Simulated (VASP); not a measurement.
# CdS (Hawleyite): what each functional gives for the gap, part 2 of 3

How does the band gap of CdS (Hawleyite) depend on the functional? The starting structure is a measured crystal structure from the Crystallography Open Database. Cell and atoms stay as given. Meshes and data sets differ where the inputs say so.

VASP 6.6.1.

Results so far: LDA 0.886 eV; PBE 1.143 eV; r2SCAN 1.587 eV; TB-mBJ 2.640 eV.

### 6. Bands with LDA + spin-orbit coupling

Level of this step: LDA, spin-orbit coupling; plane waves and PAW (Cd, S) (VASP).

Spin-orbit coupling is switched on in this step.

The input, INCAR:

```
SYSTEM = CdS
PREC = Accurate
ENCUT = 350
EDIFF = 1E-06
NELM = 100
ISMEAR = 0
SIGMA = 0.03
LREAL = .FALSE.
ALGO = Normal
GGA = CA
LNONCOLLINEAR = .TRUE.
MAGMOM = 0 0 0 0 0 0
NBANDS = 30
GGA_COMPAT = .FALSE.
LASPH = .TRUE.
LSORBIT = .TRUE.
LORBIT = 11
LWAVE = .FALSE.
LCHARG = .FALSE.
KPAR = 4
```

The input, POSCAR:

```
CdS
1.0
    0.0000000000      2.9165000000      2.9165000000
    2.9165000000      0.0000000000      2.9165000000
    2.9165000000      2.9165000000      0.0000000000
Cd S
1 1
Direct
    0.0000000000      0.0000000000      0.0000000000
    0.7500000000      0.7500000000      0.7500000000
```

The input, KPOINTS:

```
Automatic mesh
0
Gamma
6 6 6
0 0 0
```

The input, KPOINTS_OPT:

```
Line mode
10
Line-mode
Reciprocal
  0.00000000   0.00000000   0.00000000 GAMMA
  0.50000000   0.00000000   0.50000000 X

  0.50000000   0.00000000   0.50000000 X
  0.50000000   0.25000000   0.75000000 W

  0.50000000   0.25000000   0.75000000 W
  0.37500000   0.37500000   0.75000000 K

  0.37500000   0.37500000   0.75000000 K
  0.00000000   0.00000000   0.00000000 GAMMA

  0.00000000   0.00000000   0.00000000 GAMMA
  0.50000000   0.50000000   0.50000000 L

  0.50000000   0.50000000   0.50000000 L
  0.62500000   0.25000000   0.62500000 U

  0.62500000   0.25000000   0.62500000 U
  0.50000000   0.25000000   0.75000000 W

  0.50000000   0.25000000   0.75000000 W
  0.50000000   0.50000000   0.50000000 L

  0.50000000   0.50000000   0.50000000 L
  0.37500000   0.37500000   0.75000000 K

  0.62500000   0.25000000   0.62500000 U
  0.50000000   0.00000000   0.50000000 X
```

The projector-augmented-wave data sets are Cd and S (LDA family, release 64).

Command:

```console
mpirun -np 4 vasp_ncl
```

What it wrote:

```text
[... set-up lines as in an earlier step ...]
 entering main loop
       N       E                     dE             d eps       ncg     rms          rms(c)
DAV:   1     0.962992991365E+02    0.96299E+02   -0.71134E+03  1368   0.809E+02
DAV:   2    -0.313308948045E+01   -0.99432E+02   -0.95552E+02  1512   0.250E+02
DAV:   3    -0.789966450110E+01   -0.47666E+01   -0.47404E+01  1570   0.558E+01
DAV:   4    -0.793952236701E+01   -0.39858E-01   -0.39850E-01  1492   0.493E+00
[...]
DAV:  11    -0.742217972911E+01    0.92875E-05   -0.18221E-04  1606   0.184E-01    0.439E-02
DAV:  12    -0.742217304893E+01    0.66802E-05   -0.29953E-05  1534   0.742E-02    0.721E-03
DAV:  13    -0.742217325169E+01   -0.20276E-06   -0.26662E-06  1482   0.117E-02
   1 F= -.74221733E+01 E0= -.74221733E+01  d E =-.133131E-23  mag=     0.0000     0.0000     0.0000
 Start KPOINTS_OPT (optional k-point list driver)
k-point batch [1-22\100]
       N       E                     dE             ncg
DAV:   1     0.295885590836E+03   -0.81879E+04     1360
DAV:   2    -0.187906084814E+04   -0.21749E+04     1518
DAV:   3    -0.197801166732E+04   -0.98951E+02     1600
DAV:   4    -0.197875701291E+04   -0.74535E+00     1524
DAV:   5    -0.197876770567E+04   -0.10693E-01     1608
DAV:   6    -0.197876792637E+04   -0.22070E-03     1546
DAV:   7    -0.197876793188E+04   -0.55112E-05     1606
DAV:   8    -0.197876793202E+04   -0.13961E-06     1098
[...]
k-point batch [89-100\100]
       N       E                     dE             ncg
DAV:   1     0.454815667613E+04   -0.59540E+04      752
DAV:   2     0.339895905100E+04   -0.11492E+04      816
DAV:   3     0.334840317527E+04   -0.50556E+02      908
DAV:   4     0.334804175498E+04   -0.36142E+00      850
DAV:   5     0.334803676836E+04   -0.49866E-02      902
DAV:   6     0.334803667457E+04   -0.93788E-04      866
DAV:   7     0.334803667251E+04   -0.20653E-05      904
DAV:   8     0.334803667246E+04   -0.42609E-07      580
```

It took 24 s on 4 MPI ranks of AMD EPYC 9R45, shared host; peak memory 0.83 GiB.

From OUTCAR (step 6):

```text
  Total       -0.7520936     -0.7520936     -0.7520936      0.0000000      0.0000000     -0.0000000
  in kB      -24.2865904    -24.2865904    -24.2865904      0.0000000      0.0000000     -0.0000000
  external PRESSURE =     -24.2865904 kB  Pullay stress =       0.0000000 kB

 POSITION                                       TOTAL-FORCE (eV/Angst)
 -----------------------------------------------------------------------------------
      0.00000      0.00000      0.00000        -0.000000      0.000000      0.000000
      4.37475      4.37475      4.37475         0.000000     -0.000000     -0.000000
 -----------------------------------------------------------------------------------
    total drift:                               -0.000000     -0.000000     -0.000000

  FREE ENERGIE OF THE ION-ELECTRON SYSTEM (eV)
  ---------------------------------------------------
  free  energy   TOTEN  =        -7.4221732517 eV

  energy  without entropy=       -7.4221732517  energy(sigma->0) =       -7.42217325

 magnetization (x)
# of ion       s       p       d       tot
------------------------------------------
    1        0.000  -0.000   0.000  -0.000
    2       -0.000   0.000   0.000  -0.000
--------------------------------------------------
tot         -0.000  -0.000   0.000  -0.000

 magnetization (y)
# of ion       s       p       d       tot
------------------------------------------
    1        0.000   0.000   0.000   0.000
    2        0.000   0.000   0.000   0.000
--------------------------------------------------
tot          0.000   0.000   0.000   0.000

 magnetization (z)
# of ion       s       p       d       tot
------------------------------------------
    1       -0.000  -0.000  -0.000  -0.000
    2        0.000  -0.000   0.000  -0.000
--------------------------------------------------
tot         -0.000  -0.000  -0.000  -0.000

[... 1 part as in an earlier step ...]

[... 2 further parts left out ...]
[key lines of the parts left out:]
E-fermi :   1.3517
```

LDA + spin-orbit coupling gives a direct gap of 0.871 eV. The least gap is -0.015 eV from that of LDA.

### 7. Bands with r2SCAN + spin-orbit coupling

INCAR, as its differences from that of step 6:

```diff
@@ -9,3 +9,4 @@
 ALGO = Normal
-GGA = CA
+METAGGA = R2SCAN
+LASPH = .TRUE.
 LNONCOLLINEAR = .TRUE.
@@ -14,3 +15,2 @@
 GGA_COMPAT = .FALSE.
-LASPH = .TRUE.
 LSORBIT = .TRUE.
```

POSCAR is that of step 6.

KPOINTS is that of step 6.

KPOINTS_OPT is that of step 6.

The projector-augmented-wave data sets are Cd and S (PBE family, release 64).

Command:

```console
mpirun -np 4 vasp_ncl
```

What it wrote:

```text
[... set-up lines as in an earlier step ...]
 entering main loop
       N       E                     dE             d eps       ncg     rms          rms(c)
DAV:   1     0.703360502979E+02    0.70336E+02   -0.72450E+03  1376   0.824E+02
DAV:   2    -0.300896418276E+02   -0.10043E+03   -0.96559E+02  1500   0.252E+02
DAV:   3    -0.348501460827E+02   -0.47605E+01   -0.47352E+01  1564   0.562E+01
DAV:   4    -0.348880097891E+02   -0.37864E-01   -0.37856E-01  1506   0.486E+00
[...]
DAV:  12    -0.297005194835E+02    0.19852E-04   -0.12425E-04  1482   0.161E-01    0.331E-02
DAV:  13    -0.297005226256E+02   -0.31421E-05   -0.18699E-05  1440   0.330E-02    0.710E-03
DAV:  14    -0.297005221123E+02    0.51331E-06   -0.90199E-07  1258   0.945E-03
   1 F= -.29700522E+02 E0= -.29700522E+02  d E =-.173101E-25  mag=     0.0000     0.0000     0.0000
 Start KPOINTS_OPT (optional k-point list driver)
k-point batch [1-22\100]
       N       E                     dE             ncg
DAV:   1     0.240983296287E+03   -0.82428E+04     1368
DAV:   2    -0.196673737669E+04   -0.22077E+04     1524
DAV:   3    -0.206479917728E+04   -0.98062E+02     1598
DAV:   4    -0.206550773011E+04   -0.70855E+00     1534
DAV:   5    -0.206551775842E+04   -0.10028E-01     1578
DAV:   6    -0.206551796347E+04   -0.20505E-03     1568
DAV:   7    -0.206551796859E+04   -0.51122E-05     1532
DAV:   8    -0.206551796873E+04   -0.14482E-06     1074
[...]
k-point batch [89-100\100]
       N       E                     dE             ncg
DAV:   1     0.451784721421E+04   -0.59843E+04      752
DAV:   2     0.335108970998E+04   -0.11668E+04      822
DAV:   3     0.330106785666E+04   -0.50022E+02      916
DAV:   4     0.330072951943E+04   -0.33834E+00      830
DAV:   5     0.330072481878E+04   -0.47007E-02      898
DAV:   6     0.330072473345E+04   -0.85325E-04      832
DAV:   7     0.330072473160E+04   -0.18584E-05      898
DAV:   8     0.330072473156E+04   -0.36748E-07      598
```

Wall time 2.3 min (4 MPI ranks); peak memory 1.1 GiB; 9.2 min of CPU time.

OUTCAR, selected parts (step 7):

```text
  Total        0.4221870      0.4221870      0.4221870      0.0000000      0.0000000     -0.0000000
  in kB       13.6332527     13.6332527     13.6332527      0.0000000      0.0000000     -0.0000000
  external PRESSURE =      13.6332527 kB  Pullay stress =       0.0000000 kB

 POSITION                                       TOTAL-FORCE (eV/Angst)
 -----------------------------------------------------------------------------------
      0.00000      0.00000      0.00000         0.000000      0.000000     -0.000000
      4.37475      4.37475      4.37475        -0.000000     -0.000000      0.000000
 -----------------------------------------------------------------------------------
    total drift:                                0.000000      0.000000      0.000000

  FREE ENERGIE OF THE ION-ELECTRON SYSTEM (eV)
  ---------------------------------------------------
  free  energy   TOTEN  =       -29.7005221123 eV

  energy  without entropy=      -29.7005221123  energy(sigma->0) =      -29.70052211

 magnetization (x)
# of ion       s       p       d       tot
------------------------------------------
    1       -0.000   0.000   0.000  -0.000
    2       -0.000   0.000   0.000   0.000
--------------------------------------------------
tot         -0.000   0.000   0.000   0.000

 magnetization (z)
# of ion       s       p       d       tot
------------------------------------------
    1       -0.000  -0.000   0.000  -0.000
    2       -0.000  -0.000   0.000  -0.000
--------------------------------------------------
tot         -0.000  -0.000   0.000  -0.000

[... 3 parts as in an earlier step ...]

[... 1 further part left out ...]
[key lines of the parts left out:]
E-fermi :   1.2805
```

r2SCAN + spin-orbit coupling gives a direct gap of 1.573 eV. The least gap is -0.013 eV from that of r2SCAN.

### 8. Bands with TB-mBJ + spin-orbit coupling

INCAR, as its differences from that of step 7:

```diff
@@ -4,3 +4,3 @@
 EDIFF = 1E-06
-NELM = 100
+NELM = 150
 ISMEAR = 0
@@ -9,3 +9,3 @@
 ALGO = Normal
-METAGGA = R2SCAN
+METAGGA = MBJ
 LASPH = .TRUE.
```

POSCAR is that of step 7.

KPOINTS is that of step 7.

KPOINTS_OPT is that of step 7.

Command:

```console
mpirun -np 4 vasp_ncl
```

What it wrote:

```text
[... set-up lines as in an earlier step ...]
 entering main loop
       N       E                     dE             d eps       ncg     rms          rms(c)
DAV:   1     0.401818238626E+03    0.40182E+03   -0.71061E+03  1376   0.806E+02
DAV:   2     0.303604626102E+03   -0.98214E+02   -0.94528E+02  1504   0.248E+02
DAV:   3     0.299130572012E+03   -0.44741E+01   -0.44494E+01  1552   0.537E+01
DAV:   4     0.299099680424E+03   -0.30892E-01   -0.30886E-01  1504   0.437E+00
[...]
DAV:  51     0.301378591069E+03   -0.23402E-04   -0.94580E-10   678   0.241E-04    0.945E-04
DAV:  52     0.301378579015E+03   -0.12054E-04   -0.16567E-10   678   0.100E-04    0.768E-04
DAV:  53     0.301378578439E+03   -0.57626E-06   -0.99939E-11   678   0.828E-05
   1 F= 0.30137858E+03 E0= 0.30137858E+03  d E =-.233561E-19  mag=     0.0000     0.0000    -0.0000
 Start KPOINTS_OPT (optional k-point list driver)
k-point batch [1-22\100]
       N       E                     dE             ncg
DAV:   1     0.532117952275E+03   -0.79517E+04     1384
DAV:   2    -0.161818062265E+04   -0.21503E+04     1520
DAV:   3    -0.170791344925E+04   -0.89733E+02     1608
DAV:   4    -0.170843719717E+04   -0.52375E+00     1506
DAV:   5    -0.170844306535E+04   -0.58682E-02     1586
DAV:   6    -0.170844318194E+04   -0.11659E-03     1510
DAV:   7    -0.170844318520E+04   -0.32644E-05     1502
DAV:   8    -0.170844318533E+04   -0.13033E-06     1052
[...]
k-point batch [89-100\100]
       N       E                     dE             ncg
DAV:   1     0.467491810790E+04   -0.58272E+04      768
DAV:   2     0.354471807171E+04   -0.11302E+04      834
DAV:   3     0.349925131303E+04   -0.45467E+02      900
DAV:   4     0.349899765050E+04   -0.25366E+00      852
DAV:   5     0.349899478800E+04   -0.28625E-02      878
DAV:   6     0.349899473540E+04   -0.52602E-04      866
DAV:   7     0.349899473413E+04   -0.12741E-05      830
DAV:   8     0.349899473408E+04   -0.41359E-07      608
```

Run time: 90 s. Hardware: 4 MPI ranks; peak memory 1.1 GiB.

From OUTCAR (step 8):

```text
  Total      -38.2144519    -38.2144519    -38.2144519      0.0000000      0.0000000     -0.0000000
  in kB    -1234.0202290  -1234.0202290  -1234.0202290      0.0000000      0.0000000     -0.0000000
  external PRESSURE =   -1234.0202290 kB  Pullay stress =       0.0000000 kB

 POSITION                                       TOTAL-FORCE (eV/Angst)
 -----------------------------------------------------------------------------------
      0.00000      0.00000      0.00000         0.000000      0.000000      0.000000
      4.37475      4.37475      4.37475        -0.000000     -0.000000     -0.000000
 -----------------------------------------------------------------------------------
    total drift:                               -0.000000     -0.000000     -0.000000

  FREE ENERGIE OF THE ION-ELECTRON SYSTEM (eV)
  ---------------------------------------------------
  free  energy   TOTEN  =       301.3785784389 eV

  energy  without entropy=      301.3785784389  energy(sigma->0) =      301.37857844

 magnetization (x)
# of ion       s       p       d       tot
------------------------------------------
    1        0.000   0.000  -0.000   0.000
    2        0.000  -0.000   0.000  -0.000
--------------------------------------------------
tot          0.000  -0.000  -0.000  -0.000

 magnetization (y)
# of ion       s       p       d       tot
------------------------------------------
    1        0.000  -0.000   0.000  -0.000
    2       -0.000  -0.000   0.000  -0.000
--------------------------------------------------
tot         -0.000  -0.000   0.000  -0.000

 magnetization (z)
# of ion       s       p       d       tot
------------------------------------------
    1       -0.000  -0.000  -0.000  -0.000
    2        0.000  -0.000   0.000  -0.000
--------------------------------------------------
tot          0.000  -0.000  -0.000  -0.000

[... 2 parts as in an earlier step ...]

[... 1 further part left out ...]
[key lines of the parts left out:]
E-fermi :   1.7335
```

TB-mBJ + spin-orbit coupling gives a direct gap of 2.632 eV. The least gap is -0.008 eV from that of TB-mBJ.

[end of part 2 of 3]

[Lines on the potential files, build, host, timing and source positions are cut from VASP's logs without a mark.]

[Logs are printed without paths, hosts, clocks, repeated set-up lines and the standing remarks that a program may print on its own settings, such as how far it seeks lower states.]

[Hosts, paths, dates, database ids (printed as entryN), source tags and the programs' standing remarks are cut or masked in the printed files.]
